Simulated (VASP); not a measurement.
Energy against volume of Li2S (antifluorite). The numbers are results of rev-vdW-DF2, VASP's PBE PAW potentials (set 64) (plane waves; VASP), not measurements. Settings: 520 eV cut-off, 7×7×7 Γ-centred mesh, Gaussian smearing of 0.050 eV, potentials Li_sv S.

| V (Å³/atom) | E (eV/atom) |
|---|---|
| 14.798 | -3.11187 |
| 15.256 | -3.11434 |
| 15.714 | -3.11313 |
| 16.171 | -3.10885 |

**Question.** Fit these four points and predict the energy of the run at 14.341 Å³/atom.

**Answer.** A cubic in V^(−2/3), the third-order Birch-Murnaghan form, passes through the four points with V0 = 15.32 Å³/atom and B0 = 42 GPa, and gives -3.1050 eV/atom there. The run gave -3.1052 eV/atom, -0.2 meV/atom from the fit; all five points give B0 = 41 GPa.

The compound is Li2S in the antifluorite structure. It was relaxed first.
